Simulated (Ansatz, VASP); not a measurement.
# NdSb: VASP beside Ansatz, part 2 of 2

One calculation is typed for both programs; each brings its own data sets and cutoff. How far apart do they land? The cell is taken from a series of VASP runs on this material, whose earlier steps may have relaxed, scaled or displaced it; both programs get it as it stands.

VASP 6.6.1 and Ansatz 0.2.0.

So far: Set-up; VASP: relaxation of cell and atoms, r2SCAN, DFT+U.

In doubt: a part-filled 4f shell, where there is one, can sit in one of many states, so energies may not be the lowest and differences between runs may mislead; derivatives with an open 4f shell can jump between states, which bears on forces and vibrations.

## Step 3: Ansatz: relaxation of cell and atoms, r2SCAN, DFT+U

Level of this step: Ansatz beside VASP: Kohn-Sham DFT, plane waves, r2SCAN, DFT+U (Ansatz).

Ansatz runs on its default PAW (the set named soft_2) files.

The same cell, functional, mesh and smearing now go to Ansatz, which takes its cutoff from its data sets.

File input.yaml:

```yaml
crystal:
  lattice:
    - [0.0, 3.2013315748, 3.2013315748]
    - [3.2013315748, 0.0, 3.2013315748]
    - [6.4033177551, 6.4033177551, -0.0006546056]
  atoms:
    - { symbol: Nd, position: [0.0, 0.0, 0.0], spin: 2.75 }
    - { symbol: Nd, position: [0.0, 0.0, 0.5], spin: -2.75 }
    - { symbol: Sb, position: [0.5, 0.5, 0.25] }
    - { symbol: Sb, position: [0.5, 0.5, 0.75] }
hamiltonian:
  xc: r2scan
  pseudopotentials: { kind: paw }
  hubbard: { sites: [{ species: Nd, l: f, u_eff: 7.0 }] }
magnetization:
  spin_polarized: true
kpoints:
  mp_grid: { grid: [6, 6, 6] }
scf:
  occupations: { method: gaussian, width: 0.05 }
relax:
  f_tol: 0.01
  max_steps: 60
  cell: { stress_tol: 0.05 }
output:
  forces: true
  stress: true
  write_density: true
  write_potential: true
  elf: true
  volumetric_format: npy
```

The run is started by

```bash
$ ansatz run input.yaml --threads 4 --pin off --max-ram 9216MiB --backend cpu --events-out ev --progress --plain --runs-dir out
```

Numbers of over 12 decimals in the logs are rounded to 6 here.

What it wrote:

```text
Nd: projections on atomic orbitals take those of the free atom [Kr 4d10] 4f4 5s2 5p6 5d0 6s2, of charge +0.00 (hamiltonian.pseudopotentials.projection_atoms); the dataset's partial waves leave at most 1.1e-3 of an orbital's norm unspanned inside its sphere
Sb: projections on atomic orbitals take those of the free atom [Kr] 4d10 5s2 5p3, of charge +0.00 (hamiltonian.pseudopotentials.projection_atoms); the dataset's partial waves leave at most 3.6e-6 of an orbital's norm unspanned inside its sphere
band count auto-derived: 45, from the close of a first SCF at 39 (N_el = 58.0; filled up to band 29; 39 by the electrons, moments and atoms)
Engine: ansatz 0.2.0, aarch64-unknown-linux-gnu
Pseudopotentials: kind: paw
Pseudopotential: Nd, paw, valence charge 14, recommended cutoff 500 eV (meta_gga), Nd.paw.azcp
Pseudopotential: Sb, paw, valence charge 15, recommended cutoff 500 eV (meta_gga), Sb.paw.azcp
Functional definition: r2SCAN
  parameter k0 = 0.174
  parameter k1 = 0.065
  parameter a1 = 4.9479
  exchange = r2scan_x(k0 = k0, k1 = k1, a1 = a1)
  correlation = r2scan_c
Crystal: 4 atoms, lattice volume = 131.256 Å³
Basis set: ecut = 500 eV, 3363 PW (Γ), exchange–correlation on 144×144×288 points (64 copies of the dense FFT grid, shifted against one another)
Bands: 39, of which v1, the nominal top of the filled ones, is band 29 counted from 1 (28 counted from 0)
Symmetry: 12 space group operations
Space group: R-3m (ITA 166), of the structure as read, at distance tolerance 5.1e-5 Å
Magnetic group: BNS 166.102 (UNI 1332), of the structure as read, at distance tolerance 5.1e-5 Å
k-points: 32 of 216
Non-local potential: Nd, projectors of the file, l = 0: 3, l = 1: 2, l = 2: 2, l = 3: 3
Non-local potential: Sb, projectors of the file, l = 0: 2, l = 1: 2, l = 2: 2, l = 3: 2
PAW form: soft (Blöchl's): semilocal exchange-correlation on the pseudo side does not see the compensation charge
PAW frozen core: Nd, regenerated for the run's functional (the file was generated under x = pbe(κ = 0.804, μ = 0.219515), c = pbe(β = 0.066725))
PAW frozen core: Sb, regenerated for the run's functional (the file was generated under x = pbe(κ = 0.804, μ = 0.219515), c = pbe(β = 0.066725))
PAW one-centre angular grid: Nd, 2702 points (default); XC on 224 Gauss nodes
PAW one-centre angular grid: Sb, 590 points (default); XC on 160 Gauss nodes
Initial density: superposition of atomic densities (chi_scale 0.1, normalization cell, long waves kept (reshape's long-wave potential 0.00 eV rms))
Starting moments: Σ|m| = 5.5 μB on 2 of 4 sites
Starting magnetic order: antiferromagnet; a translation exchanges its spin sublattices: spin-degenerate at every k-point
Initial wavefunctions: pseudopotential atomic-orbital guess
Functional: x = r2scan, c = r2scan; τ floored in thin density (d = 2e-4 eV/Å³)
SCF iter   1: F=—  HF=-27676.997762 eV  |F-HF|=—  |Δ(HF+E_count)|=         —  Δρ=1.96e-1 (↑1.96e-1 ↓1.96e-1)  dr2=3.87e1  dr2_τ=1.13e-1  dr2_m=3.97e1  M=0.000 μB ∫|m|=10.035 μB  β_m=1.00  ethr=3.10e-3  ⟨swp⟩=6.4  Hψ=4668  notcnv=0  defer=6
preconditioner: auto → Kerker (q_TF=auto, 2.381 Å⁻¹)  [metal: Δε(μ)=0.001 eV  Ē_g=3.940 eV  σ=0.050 eV  W_gap=0.01  n_scr=28 (ndim 8)  ℏωp=15.2 eV  f_vac=0.000  D(μ)=61.49/eV (n_scr^D=1754)]
spin=Collinear: Kerker preconditioning applied to the charge; magnetization (m = ρ↑ − ρ↓) channel mixes plain (no charge-response kernel on spin).
SCF iter   2: F=—  HF=-27672.093861 eV  |F-HF|=—  |Δ(HF+E_count)|=    4.90e0  Δρ=8.03e-2 (↑8.03e-2 ↓8.03e-2)  dr2=1.54e1  dr2_τ=1.24e-1  dr2_m=3.71e0  M=0.000 μB ∫|m|=6.028 μB  β_m=0.30  ethr=3.10e-3  ⟨swp⟩=5.4  Hψ=4098  notcnv=0  defer=76  κ⁻¹=1.0e0(r=1)
SCF iter   3: F=—  HF=-27677.296884 eV  |F-HF|=—  |Δ(HF+E_count)|=    5.20e0  Δρ=2.80e-2 (↑2.80e-2 ↓2.80e-2)  dr2=1.05e0  dr2_τ=4.90e-2  dr2_m=3.73e-1  M=0.000 μB ∫|m|=7.142 μB  β_m=0.30  ethr=3.10e-3  ⟨swp⟩=4.7  Hψ=3183  notcnv=0  defer=53  κ⁻¹=3.4e-3(r=2)
SCF iter   4: F=—  HF=-27683.176336 eV  |F-HF|=—  |Δ(HF+E_count)|=    5.88e0  Δρ=2.06e-2 (↑2.06e-2 ↓2.06e-2)  dr2=5.14e-1  dr2_τ=9.41e-3  dr2_m=2.17e-1  M=0.000 μB ∫|m|=7.127 μB  β_m=1.00  ethr=1.81e-3  ⟨swp⟩=2.4  Hψ=2605  notcnv=0  defer=129  κ⁻¹=5.5e-4(r=3)
SCF iter   5: F=—  HF=-27686.442803 eV  |F-HF|=—  |Δ(HF+E_count)|=    3.27e0  Δρ=2.09e-2 (↑2.09e-2 ↓2.09e-2)  dr2=1.14e0  dr2_τ=2.43e-3  dr2_m=2.38e-1  M=0.000 μB ∫|m|=7.494 μB  β_m=1.00  ethr=8.86e-4  ⟨swp⟩=4.3  Hψ=2684  notcnv=0  defer=132  κ⁻¹=2.3e-5(r=4)
SCF iter   6: F=—  HF=-27688.565280 eV  |F-HF|=—  |Δ(HF+E_count)|=    2.12e0  Δρ=5.50e-2 (↑5.50e-2 ↓5.50e-2)  dr2=8.97e0  dr2_τ=1.52e-2  dr2_m=1.59e0  M=0.000 μB ∫|m|=8.468 μB  β_m=1.00  ethr=8.86e-4  ⟨swp⟩=3.1  Hψ=2621  notcnv=0  defer=109  κ⁻¹=1.3e-5(r=5)
SCF iter   7: F=—  HF=-27691.371076 eV  |F-HF|=—  |Δ(HF+E_count)|=    2.81e0  Δρ=5.88e-2 (↑5.88e-2 ↓5.88e-2)  dr2=1.13e1  dr2_τ=5.47e-2  dr2_m=1.60e0  M=0.000 μB ∫|m|=8.628 μB  β_m=1.00  ethr=8.86e-4  ⟨swp⟩=2.9  Hψ=2366  notcnv=0  defer=109  κ⁻¹=7.3e-6(r=6)
SCF iter   8: F=—  HF=-27693.513571 eV  |F-HF|=—  |Δ(HF+E_count)|=    2.14e0  Δρ=6.59e-2 (↑6.59e-2 ↓6.59e-2)  dr2=1.45e1  dr2_τ=8.27e-2  dr2_m=1.98e0  M=0.000 μB ∫|m|=8.664 μB  β_m=1.00  ethr=8.86e-4  ⟨swp⟩=3.3  Hψ=2770  notcnv=0  defer=141  κ⁻¹=2.6e-6(r=7)
[...]
spin=Collinear: Resta preconditioning applied to the charge; magnetization (m = ρ↑ − ρ↓) channel mixes plain (no charge-response kernel on spin).
SCF iter   2: F=-27693.339701 eV  HF=-27693.339701 eV  |F-HF|=4.37e-10  |Δ(HF+E_count)|=   2.78e-5  Δρ=2.61e-7 (↑2.56e-7 ↓2.61e-7)  dr2=2.03e-10  dr2_τ=1.31e-10  dr2_m=6.62e-12  M=0.000 μB ∫|m|=6.415 μB  β_m=0.30  ethr=4.39e-12  ⟨swp⟩=6.0  Hψ=9639  notcnv=0  κ⁻¹=1.0e0(r=1)
SCF iter   3: F=-27693.339701 eV  HF=-27693.339701 eV  |F-HF|=4.73e-11  |Δ(HF+E_count)|=  4.33e-10  Δρ=2.08e-7 (↑2.04e-7 ↓2.08e-7)  dr2=1.22e-10  dr2_τ=7.25e-12  dr2_m=4.32e-12  M=0.000 μB ∫|m|=6.415 μB  ethr=1.00e-12  ⟨swp⟩=1.3  Hψ=6093  notcnv=0
SCF 1 converged in 3 iterations: F = -27693.339701 eV  dr2 = 1.22e-10
the translation (0, 0, 0.5) carries every atom to within crystal.symmetry.tolerance of an atom of its element with the starting moment reversed, but both spin channels are solved: the run starts from a saved state that isn't shown to keep it, or this solve from the single point that its walk made first
iter 1 solved again at ethr=1.00e-12 eV; its pass at ethr=1.72e-6 eV (dr2=1.23e-10 eV) is discarded
SCF iter   1: F=-27693.339701 eV  HF=-27693.339701 eV  |F-HF|=5.82e-11  |Δ(HF+E_count)|=         —  Δρ=2.08e-7 (↑2.04e-7 ↓2.08e-7)  dr2=1.23e-10  dr2_τ=7.26e-12  dr2_m=4.28e-12  M=0.000 μB ∫|m|=6.415 μB  ethr=1.00e-12  ⟨swp⟩=1.0  Hψ=28063  notcnv=0
spin=Collinear: Resta preconditioning applied to the charge; magnetization (m = ρ↑ − ρ↓) channel mixes plain (no charge-response kernel on spin).
SCF iter   2: F=-27693.339702 eV  HF=-27693.339701 eV  |F-HF|=5.27e-7  |Δ(HF+E_count)|=   1.83e-7  Δρ=1.24e-5 (↑1.24e-5 ↓1.22e-5)  dr2=2.35e-8  dr2_τ=4.54e-9  dr2_m=1.62e-7  M=-0.000 μB ∫|m|=6.415 μB  ethr=1.72e-10  ⟨swp⟩=5.0  Hψ=25033  notcnv=0
SCF iter   3: F=-27693.339702 eV  HF=-27693.339702 eV  |F-HF|=2.12e-9  |Δ(HF+E_count)|=   9.65e-7  Δρ=9.96e-7 (↑9.73e-7 ↓9.96e-7)  dr2=8.32e-10  dr2_τ=2.93e-11  dr2_m=6.44e-10  M=0.000 μB ∫|m|=6.415 μB  ethr=1.72e-10  ⟨swp⟩=2.3  Hψ=17060  notcnv=0
a single-point calculation of the run's input, under the relaxation's own `scf.mixing.negative_modes` where the relaxation goes by `scf.lower_state_search: light` itself or types `scf.max_iter`, was made at the relaxed geometry, from the density of the relaxation's final state, in 6 SCF iterations in all. It converged +0.0 meV from the relaxation's final energy, with moments (3.06, -3.06, 0.00, 0.00 Bohr magnetons, atom by atom), which does not count as lower, and the relaxation's result stands. No further magnetic order was relaxed to its end, and one can end lower (see `relax.adjacent_minimum`). [rest of the remark cut]
SCF converged after 5 iterations
Stability not checked: this state was not tested for a lower state beside it, because the mixer in use, unlike msr1, does not test its closes by its own steps (another_mixer; see scf.mixing.algorithm and scf.lower_state_search)
Magnetization: 0.0000 μB (29.0000 up, 29.0000 down)
Absolute magnetization: 6.4173 μB (∫|ρ↑−ρ↓|, with the PAW one-centre terms)
Spin contamination: 3.0231 ħ² per cell (⟨S²⟩ above its minimum at these occupations)
Per-site moments (μB) at R_I (Å): [(3.059996, 1.321019), (-3.059996, 1.321019), (-5.463115938143865e-9, 1.321019), (-5.463115869468504e-9, 1.321019)]
Free energy (F): -27693.339701 eV
Harris-Foulkes:  -27693.339701 eV  (|F-HF|=3.64e-12)
Internal energy: -27693.338964 eV  (E = F + TS)
E sigma→0 (E₀):  -27693.339333 eV
Entropy (-TS):   -0.000738 eV (-0.184 meV/atom)
Fermi energy:    10.405096 eV
--- Per-component energies (eV) ---
  E_band       = -463.277766
  E_kinetic    = 1139.224205
  E_local      = -4829.852550  (includes V_loc(G=0)·N_el)
  E_nonlocal   = 803.341326
  E_hartree    = 2101.733863
  E_xc         = -696.768873
  E_vxc        = -754.795808  (∫ρ·V_xc dr)
  E_hubbard    = 0.484153  (on-site DFT+U / exact-exchange correction)
  E_vhub       = -20.184677  (the Hubbard potential's part of the band-sum identity)
  E_paw        = -20844.262586  (= ΣΔE_a)
  E_vpaw       = -1046.479877  (= ΣTr[D̂ρ^β])
  E_aug_tail   = -0.000001  (compensation charges beyond the density's cutoff)
  E_vtau       = 42.001775  (kinetic-family band-sum trace: ∫τ·v_τ [+ j·A + Jᵃ·Aᵃ] dr)
  E_ewald      = -5368.532710
  E_core_change = 1.294212  (= ΣΔE_core)
  E_smearing   = -0.000738  (= −TS)
  E_closure    = -0.000000  (closes the sum)
  Σ components = -27693.339701   (vs F -27693.339701, Δ=0.00e0)
--- Forces (eV/Å), atoms counted from 1 ---
  atom   1  Nd     0.00000000     0.00000000     0.00000000
  atom   2  Nd     0.00000000    -0.00000000     0.00000000
  atom   3  Sb     0.00000000     0.00000000    -0.00000000
  atom   4  Sb    -0.00000000    -0.00000000     0.00000000
  max |Σ_I F_I| component: 4.14e-25 eV/Å
--- Stress (GPa, compression-positive) ---
        0.000557       0.010626      -0.010626
        0.010626       0.000557      -0.010626
       -0.010626      -0.010626       0.000557
  P = ⅓ Tr σ = 0.0006 GPa (0.006 kbar)
--- Band table (eV; the first three rows and the last of 64) ---
  k-point 0 ↑: bands = [... 25 lower, 8.4090, 10.8835, 10.9863, 10.9863, 11.6010, 11.6010, 11.6085, 12.1738, ... 12 higher]
  k-point 1 ↑: bands = [... 25 lower, 8.4978, 10.2654, 10.4953, 10.4953, 11.7232, 11.7232, 11.8842, 12.6571, ... 12 higher]
  k-point 2 ↑: bands = [... 25 lower, 8.7586, 9.2631, 9.8106, 9.8106, 11.9592, 11.9592, 12.1271, 12.6731, ... 12 higher]
  k-point 31 ↓: bands = [... 25 lower, 8.3602, 8.4159, 8.7220, 8.7324, 12.4077, 12.5336, 12.7736, 12.8061, ... 12 higher]
--- Relaxed structure (5 steps of the walk, 5 accepted, 2 SCFs on fresh bases) ---
  F+E_penalty+E_count = -27693.33970137 eV   max|allowed force component| = 1.743e-9 eV/Å   (the final SCF, on the basis selected at the relaxed cell)
  cell:  # Å, volume = 131.3757 Å³
    - [1.2503082987350145e-11, 3.202594, 3.202594]
    - [3.202594, 1.2503082174198515e-11, 3.202594]
    - [6.404691, 6.404691, 0.000495846]
  atoms:
    - { symbol: Nd, position: [0, 0, 0] }
    - { symbol: Nd, position: [-1.2468324983583301e-17, -1.2468324983583301e-17, 0.5] }
    - { symbol: Sb, position: [0.500000, 0.500000, 0.250000] }
    - { symbol: Sb, position: [0.500000, 0.500000, 0.750000] }
```

Wall time 12 min (4 threads of Arm Neoverse V1, shared host); peak memory 2.8 GiB; 49 min of CPU time.

## Step 4: Comparison

Known differences besides the potentials themselves: U acts on the PAW sphere in VASP and on atomic orbitals in Ansatz, so only states and trends compare; VASP keeps PBE cores, Ansatz makes them for the functional; both relaxations stop at a tolerance, which leaves soft axes loose, and VASP keeps its plane-wave basis; the data sets hold 58 valence electrons in Ansatz (default PAW (the set named soft_2) files) and 38 in VASP; the cutoff is 500 eV in Ansatz and 440 eV in VASP; Ansatz adds a Pulay correction to the stress that steers its cell, VASP none; site moments are counted in spheres of each program's own size. Total energies have different zeros and are not compared.

The two programs side by side:

```
                                         quantity  Ansatz    VASP  difference
                                      volume (Å³)  131.38  131.26     +0.09 %
edge a after relaxation, in the typed setting (Å)   4.529   4.527     +0.04 %
edge c after relaxation, in the typed setting (Å)   9.058   9.056     +0.02 %
                               moment on Nd1 (μB)    3.06    2.75       +0.31
                               moment on Nd2 (μB)   -3.06   -2.75       -0.31
```

The walks stopped with 0.00 GPa left in Ansatz and 0.02 GPa in VASP; each walk ends within a tolerance, so the volume difference is uncertain by about these residues over the bulk modulus, most in soft cells.

## Step 5: Summary of results

```
difference in volume (relaxation of cell and atoms, r2SCAN, DFT+U) : 0.091 %
```

The difference in volume is 0.091 % (relaxation of cell and atoms, r2SCAN, DFT+U). How closely two codes agree says nothing of how well the functional describes the real material.

[Lines on the potential files, build, host, timing and source positions are cut from VASP's logs without a mark.]

[Logs are printed without paths, hosts, clocks, repeated set-up lines and the standing remarks that a program may print on its own settings, such as how far it seeks lower states.]

[Hosts, paths, dates, database ids (printed as entryN), source tags and the programs' standing remarks are cut or masked in the printed files.]
